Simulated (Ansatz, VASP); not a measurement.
**Bi (Bismuth) in two plane-wave programs**

Wanted: the spread between two codes on one cell, functional and k mesh. The cell is taken from a series of VASP runs on this material, whose earlier steps may have relaxed, scaled or displaced it; both programs get it as it stands.

Program: Ansatz 0.2.0. Level of theory: plane waves, with VASP 6.6.1 beside it; single point at PBEsol and band structure at PBEsol, spin-orbit coupling. Results are calculated unless marked as measured.

**1. Set-up**

It takes space group R-3m (No. 166, trigonal). Conventional cell: a = 4.517 Å, b = 4.517 Å, c = 11.754 Å, α = 90.00°, β = 90.00°, γ = 120.00°. Nearest to Bi lie 3 Bi at 3.06 Å.

As a file:

```
Bi
1.0
     2.25842    1.30390    3.91796
    -2.25842    1.30390    3.91796
     0.00000   -2.60779    3.91796
Bi
2
Direct
  0.23515 0.23515 0.23515
  0.76485 0.76485 0.76485
```

**2. VASP: single point, PBEsol**

With cell and atoms fixed, the geometry can't cause a difference; cores, projectors, grids and the points listed under the comparison can.

Lines of VASP's logs that name or quote its potential files are left out, and so is its time.

File INCAR:

```
SYSTEM = Bi
PREC = Accurate
ENCUT = 400
EDIFF = 1E-06
NELM = 100
ISMEAR = -5
SIGMA = 0.2
LREAL = .FALSE.
ALGO = Normal
GGA = PS
NBANDS = 27
LORBIT = 11
LWAVE = .FALSE.
LCHARG = .FALSE.
KPAR = 2
NEDOS = 2001
```

File POSCAR:

```
Bi
1.0
    2.2584150306      1.3038965259      3.9179563407
   -2.2584150306      1.3038965259      3.9179563407
    0.0000000000     -2.6077930518      3.9179563407
Bi
2
Direct
    0.2351469672      0.2351469672      0.2351469672
    0.7648530328      0.7648530328      0.7648530328
```

File KPOINTS:

```
Automatic mesh
0
Gamma
9 9 9
0 0 0
```

The projector-augmented-wave data sets are Bi_d (PBE family, release 64).

Run with:

```console
$ mpirun -np 2 vasp_std
```

Numbers of over 12 decimals in the logs are rounded to 6 here.

The log of the run:

```text
[banner, memory and clock lines left out]
running    2 mpi-ranks, on    1 nodes
 distrk:  each k-point on    1 cores,    2 groups
 distr:  one band on    1 cores,    1 groups

 POSCAR found type information on POSCAR Bi
 POSCAR found :  1 types and       2 ions
|                                                                             |
|               ----> ADVICE to this user running VASP <----                  |
|                                                                             |
|     You enforced a specific xc type in the INCAR file but a different       |
|     [... a line on the potential file left out ...]
|     I HOPE YOU KNOW WHAT YOU ARE DOING!                                     |
|                                                                             |

 LDA part: xc-table for (Slater+PW92), standard interpolation
 POSCAR, INCAR and KPOINTS ok, starting setup
 FFT: planning ... GRIDC
 FFT: planning ... GRID_SOFT
 FFT: planning ... GRID
 WAVECAR not read
 entering main loop
       N       E                     dE             d eps       ncg     rms          rms(c)
DAV:   1     0.297010317482E+03    0.29701E+03   -0.13475E+04  4609   0.114E+03
DAV:   2     0.197437232080E+02   -0.27727E+03   -0.26753E+03  4693   0.346E+02
DAV:   3    -0.765883381978E+01   -0.27403E+02   -0.27138E+02  5318   0.120E+02
DAV:   4    -0.859301744338E+01   -0.93418E+00   -0.93331E+00  5889   0.244E+01
DAV:   5    -0.862745237332E+01   -0.34435E-01   -0.34429E-01  6471   0.411E+00    0.108E+00
DAV:   6    -0.861524528009E+01    0.12207E-01   -0.17350E-02  6108   0.131E+00    0.628E-01
DAV:   7    -0.861043045373E+01    0.48148E-02   -0.10602E-02  6139   0.102E+00    0.119E-01
DAV:   8    -0.861043091046E+01   -0.45674E-06   -0.12682E-03  5604   0.346E-01    0.212E-02
DAV:   9    -0.861044339882E+01   -0.12488E-04   -0.65512E-05  6530   0.521E-02    0.761E-03
DAV:  10    -0.861044080791E+01    0.25909E-05   -0.47199E-06  5663   0.218E-02    0.187E-03
DAV:  11    -0.861044076306E+01    0.44846E-07   -0.26571E-07  3005   0.405E-03
   1 F= -.86104408E+01 E0= -.86104408E+01  d E =0.000000E+00
|                                                                             |
|           W    W    AA    RRRRR   N    N  II  N    N   GGGG   !!!           |
|           W    W   A  A   R    R  NN   N  II  NN   N  G    G  !!!           |
|           W    W  A    A  R    R  N N  N  II  N N  N  G       !!!           |
|           W WW W  AAAAAA  RRRRR   N  N N  II  N  N N  G  GGG   !            |
|           WW  WW  A    A  R   R   N   NN  II  N   NN  G    G                |
|           W    W  A    A  R    R  N    N  II  N    N   GGGG   !!!           |
|                                                                             |
|     Tetrahedron method does not include variations of the Fermi             |
|     occupations, so forces and stress will be inaccurate. We suggest        |
|     using a different smearing scheme ISMEAR = 1 or 2 for metals in         |
|     relaxations.                                                            |
|                                                                             |
```

From OUTCAR (step 2):

```text
ion  position               nearest neighbor table
   1  0.235  0.235  0.235-   2 3.06   2 3.06   2 3.06   2 3.48   2 3.48   2 3.48
   2  0.765  0.765  0.765-   1 3.06   1 3.06   1 3.06   1 3.48   1 3.48   1 3.48

  LATTYP: Found a trigonal (rhomboedric) cell.
 ALAT       =     4.7064813277
 COS(alpha) =     0.5394838908

 Subroutine GETGRP returns: Found 12 space group operations
 (whereof 12 operations were pure point group operations)

The static configuration has the point symmetry D_3d.

 Found     85 irreducible k-points:

   k-points           NKPTS =     85   k-points in BZ     NKDIM =     85   number of bands    NBANDS=     27

   dimension x,y,z NGX =    32 NGY =   32 NGZ =   32
   dimension x,y,z NGXF=    64 NGYF=   64 NGZF=   64

   ENCUT  =  400.0 eV  29.40 Ry    5.42 a.u.   7.68  7.68  7.68*2*pi/ulx,y,z

   NELECT =      30.0000    total number of electrons

 k-points in reciprocal lattice and weights: Automatic mesh
   0.00000000  0.00000000  0.00000000       0.001
   0.11111111  0.00000000  0.00000000       0.008
   0.22222222  0.00000000  0.00000000       0.008
   0.33333333  0.00000000  0.00000000       0.008
   0.44444444  0.00000000  0.00000000       0.008
   0.11111111  0.11111111  0.00000000       0.008
   0.22222222  0.11111111 -0.00000000       0.016
   0.33333333  0.11111111  0.00000000       0.016
   0.44444444  0.11111111  0.00000000       0.016
[...]
0.44444444  0.44444444  0.44444444       0.003
  -0.44444444  0.44444444  0.44444444       0.008

 average (electrostatic) potential at core
       1-104.1828       2-104.1828

 E-fermi :   6.2940

 k-point     1 :       0.0000    0.0000    0.0000
  band No.  band energies     occupation
    ...
     11      -6.8429      2.00000
     12      -1.0656      2.00000
     13       4.8239      2.00000
     14       5.1343      2.00000
     15       5.1343      2.00000
     16       8.9590      0.00000
     17       9.3667      0.00000
     18       9.3667      0.00000
     19      11.9145      0.00000
     20      12.0967      0.00000
    ...

 k-point     2 :       0.1111    0.0000    0.0000
  band No.  band energies     occupation
    ...
     11      -6.7246      2.00000
     12      -1.3464      2.00000
     13       4.8826      2.00000
     14       5.1290      2.00000
     15       5.1416      2.00000
     16       8.6886      0.00000
     17       8.8634      0.00000
     18       9.0656      0.00000
     19      11.4434      0.00000
     20      11.8510      0.00000
    ...

 k-point     3 :       0.2222    0.0000    0.0000
  band No.  band energies     occupation
    ...
     11      -6.3743      2.00000
     12      -2.0754      2.00000
     13       4.9448      2.00000
     14       5.1312      2.00000
     15       5.2593      2.00000
     16       7.7222      0.00000
     17       8.2501      0.00000
     18       8.3990      0.00000
     19      11.4257      0.00000
     20      12.2480      0.00000
    ...

  Total        0.0346193      0.0346193     -0.0509627      0.0000000     -0.0000000      0.0000000
  in kB        0.8012563      0.8012563     -1.1795197      0.0000000     -0.0000000      0.0000000
  external PRESSURE =       0.1409976 kB  Pullay stress =       0.0000000 kB

  energy-cutoff  :      400.00
  volume of cell :       69.22
      direct lattice vectors                 reciprocal lattice vectors
     2.258415031  1.303896526  3.917956341     0.221394205  0.127822004  0.085078369
    -2.258415031  1.303896526  3.917956341    -0.221394205  0.127822004  0.085078369
     0.000000000 -2.607793052  3.917956341     0.000000000 -0.255644008  0.085078369

 POSITION                                       TOTAL-FORCE (eV/Angst)
 -----------------------------------------------------------------------------------
      0.00000      0.00000      2.76389         0.000000     -0.000000      0.091476
      0.00000      0.00000      8.98998         0.000000      0.000000     -0.091476
 -----------------------------------------------------------------------------------
    total drift:                                0.000000     -0.000000      0.000000

  FREE ENERGIE OF THE ION-ELECTRON SYSTEM (eV)
  ---------------------------------------------------
  free  energy   TOTEN  =        -8.6104407631 eV

  energy  without entropy=       -8.6104407631  energy(sigma->0) =       -8.61044076

 total charge
# of ion       s       p       d       tot
------------------------------------------
    1        1.524   1.360   9.914  12.799
    2        1.524   1.360   9.914  12.799
--------------------------------------------------
tot          3.049   2.721  19.828  25.598

[... 3 further parts left out ...]
```

The k-mesh is coarse for a metal. With tetrahedra the forces and stress of a metal are not exact derivatives of the energy.

**3. Ansatz: single point, PBEsol**

Ansatz runs on its default PAW (the set named soft_2) files.

The same cell, functional, mesh and smearing now go to Ansatz, which takes its cutoff from its data sets.

File input.yaml:

```yaml
crystal:
  lattice:
    - [2.2584150306, 1.3038965259, 3.9179563407]
    - [-2.2584150306, 1.3038965259, 3.9179563407]
    - [0.0, -2.6077930518, 3.9179563407]
  atoms:
    - { symbol: Bi, position: [0.2351469672, 0.2351469672, 0.2351469672] }
    - { symbol: Bi, position: [0.7648530328, 0.7648530328, 0.7648530328] }
hamiltonian:
  xc: pbesol
  pseudopotentials: { kind: paw }
kpoints:
  mp_grid: { grid: [9, 9, 9] }
scf:
  occupations: { method: tetrahedron }
output:
  forces: true
  stress: true
  write_density: true
  write_potential: true
  elf: true
  volumetric_format: npy
```

Run with:

```console
$ ansatz run input.yaml --threads 2 --pin off --max-ram 4608MiB --backend cpu --events-out ev --progress --plain --runs-dir out
```

The log of the run:

```text
Warning: output.forces, output.stress, relax.cell or npt_langevin: where a Kohn–Sham band that disperses or a degenerate level is filled in part under the method tetrahedron, the forces or the stress that this run publishes need not agree with its energy (scf.occupations.method in the input reference, under Limitations); prefer a smearing scheme for the forces or the stress
Engine: ansatz 0.2.0, aarch64-unknown-linux-gnu
Pseudopotentials: kind: paw
Pseudopotential: Bi, paw, valence charge 15, recommended cutoff 420 eV (normal), Bi.paw.azcp
Functional definition: PBEsol
  exchange = pbesol_x
  correlation = pbesol_c
Crystal: 2 atoms, lattice volume = 69.224 Å³
Basis set: ecut = 420 eV, 1333 PW (Γ), exchange–correlation on 64×64×64 points (8 copies of the dense FFT grid, shifted against one another)
Bands: 19, of which v1, the nominal top of the filled ones, is band 15 counted from 1 (14 counted from 0)
Symmetry: 12 space group operations
Space group: R-3m (ITA 166), of the structure as read, at distance tolerance 4.1e-5 Å
k-points: 85 of 729
Non-local potential: Bi, projectors of the file, l = 0: 2, l = 1: 2, l = 2: 2, l = 3: 2
PAW form: soft (Blöchl's): semilocal exchange-correlation on the pseudo side does not see the compensation charge
PAW frozen core: Bi, regenerated for the run's functional, and the local potential with it (the file was generated under x = pbe(κ = 0.804, μ = 0.219515), c = pbe(β = 0.066725))
PAW one-centre angular grid: Bi, 590 points (default); XC on 64 Gauss nodes
Initial density: superposition of atomic densities (neutral atoms: chi_scale 0, normalization atom), corrected by the library's trained network
Initial wavefunctions: pseudopotential atomic-orbital guess
Functional: x = pbesol(κ = 0.804, μ = 0.123457), c = pbesol(β = 0.046)
SCF iter   1: F=—  HF=-24484.009412 eV  |F-HF|=—  |Δ(HF+E_count)|=         —  Δρ=1.75e-3  dr2=2.36e-3  ethr=1.77e-3  ⟨swp⟩=6.7  Hψ=8007  notcnv=0
preconditioner: auto → Kerker (q_TF=auto, 2.373 Å⁻¹)  [metal: no gap  n_scr=14 (ndim 8)  ℏωp=24.4 eV  f_vac=0.002]
SCF iter   2: F=—  HF=-24484.008818 eV  |F-HF|=—  |Δ(HF+E_count)|=   5.93e-4  Δρ=1.04e-3  dr2=9.35e-4  ethr=7.86e-6  ⟨swp⟩=3.1  Hψ=4377  notcnv=0
SCF iter   3: F=—  HF=-24484.008601 eV  |F-HF|=—  |Δ(HF+E_count)|=   2.18e-4  Δρ=3.14e-4  dr2=6.94e-5  ethr=3.12e-6  ⟨swp⟩=2.7  Hψ=3324  notcnv=0
SCF iter   4: F=—  HF=-24484.008588 eV  |F-HF|=—  |Δ(HF+E_count)|=   1.29e-5  Δρ=1.30e-4  dr2=2.52e-5  ethr=2.31e-7  ⟨swp⟩=2.0  Hψ=3230  notcnv=0
SCF iter   5: F=—  HF=-24484.008586 eV  |F-HF|=—  |Δ(HF+E_count)|=   1.55e-6  Δρ=6.28e-5  dr2=5.35e-6  ethr=8.40e-8  ⟨swp⟩=2.0  Hψ=1952  notcnv=0
SCF iter   6: F=—  HF=-24484.008586 eV  |F-HF|=—  |Δ(HF+E_count)|=   4.66e-7  Δρ=1.86e-5  dr2=3.90e-7  ethr=1.78e-8  ⟨swp⟩=2.1  Hψ=2297  notcnv=0
SCF iter   7: F=-24484.008586 eV  HF=-24484.008586 eV  |F-HF|=1.45e-8  |Δ(HF+E_count)|=   3.13e-8  Δρ=4.69e-6  dr2=2.19e-8  ethr=3.33e-10  ⟨swp⟩=9.7  Hψ=11147  notcnv=0
SCF 1 converged in 7 iterations: F = -24484.008586 eV  dr2 = 2.19e-8
  greatest PAW one-centre occupation: 0.987 electrons in one spin orbital (limit 2), on the Bi atom at site 1 (counted from 0), in its partial waves of l = 2
SCF converged after 7 iterations
Stability not checked: this state was not tested for a lower state beside it, because cold or Methfessel-Paxton smearing, or corrected tetrahedra, fill the levels in a way that the test cannot read (fill_not_monotonic; see scf.lower_state_search)
Free energy (F): -24484.008586 eV
Harris-Foulkes:  -24484.008586 eV  (|F-HF|=1.45e-8)
Internal energy: -24484.008586 eV  (E = F + TS)
E sigma→0 (E₀):  -24484.008586 eV
Fermi energy:    9.737413 eV
--- Per-component energies (eV) ---
  E_band       = -214.872513
  E_kinetic    = 605.739344
  E_local      = -3089.954192  (includes V_loc(G=0)·N_el)
  E_nonlocal   = 1122.959077
  E_hartree    = 1004.529511
  E_xc         = -300.287895
  E_vxc        = -288.024957  (∫ρ·V_xc dr)
  E_paw        = -21019.227887  (= ΣΔE_a)
  E_vpaw       = -574.656598  (= ΣTr[D̂ρ^β])
  E_aug_tail   = -0.000931  (compensation charges beyond the density's cutoff)
  E_ewald      = -2807.945118
  E_core_change = 0.179504  (= ΣΔE_core)
  E_smearing   = 0.000000  (= −TS)
  E_closure    = -0.000000  (closes the sum)
  Σ components = -24484.008586   (vs F -24484.008586, Δ=0.00e0)
--- Forces (eV/Å), atoms counted from 1 ---
  atom   1  Bi     0.00000000    -0.00000000     0.08433479
  atom   2  Bi     0.00000000     0.00000000    -0.08433479
  max |Σ_I F_I| component: 2.31e-17 eV/Å
--- Stress (GPa, compression-positive) ---
        0.168260       0.000000       0.000000
       -0.000000       0.168260       0.000000
       -0.000000       0.000000      -0.028447
  P = ⅓ Tr σ = 0.1027 GPa (1.027 kbar)
--- Band table (eV; the first three rows and the last of 85) ---
  k-point 0: bands = [... 11 lower, 2.3985, 8.2638, 8.5753, 8.5753, 12.4051, 12.8089, 12.8089, 15.3464]
  k-point 1: bands = [... 11 lower, 2.1166, 8.3225, 8.5700, 8.5832, 12.1333, 12.3070, 12.5068, 14.8794]
  k-point 2: bands = [... 11 lower, 1.3852, 8.3849, 8.5724, 8.7019, 11.1667, 11.6924, 11.8386, 14.8628]
  k-point 84: bands = [... 11 lower, -0.1937, 7.4913, 8.7712, 9.1254, 10.5605, 10.9886, 12.2723, 16.4372]
```

Elapsed: 7.2 s, on 2 threads of Arm Neoverse N1, shared host; peak memory 0.36 GiB; 14 s of CPU time.

The run ends at a pressure of 0.10 GPa, with forces up to 0.084 eV/Å.

**4. Differences**

Known differences besides the potentials themselves: the cutoff is 420 eV in Ansatz and 400 eV in VASP; Ansatz makes its cores anew for this functional, VASP keeps those of its PBE data sets; VASP leaves aspherical gradient terms in its spheres out (LASPH is not set), Ansatz keeps them. Total energies have different zeros and are not compared.

The two programs side by side:

```
      quantity  Ansatz  VASP  difference
pressure (GPa)    0.10  0.01       +0.09
```

Forces (eV/Å; atoms numbered as in POSCAR):

```
atom        Ansatz x, y, z          VASP x, y, z
 Bi1   0.000, 0.000, 0.084   0.000, 0.000, 0.091
 Bi2  0.000, 0.000, -0.084  0.000, 0.000, -0.091
```

The forces differ by 4.1 meV/Å r.m.s., which is 7.8 % of the r.m.s. force of 0.05 eV/Å (both taken over all components). Ansatz's pressure holds a Pulay correction of 0.03 GPa; VASP's holds none.

[end of part 1 of 2]

[Lines on the potential files, build, host, timing and source positions are cut from VASP's logs without a mark.]

[Logs are printed without paths, hosts, clocks, repeated set-up lines and the standing remarks that a program may print on its own settings, such as how far it seeks lower states.]

[Hosts, paths, dates, database ids (printed as entryN), source tags and the programs' standing remarks are cut or masked in the printed files.]
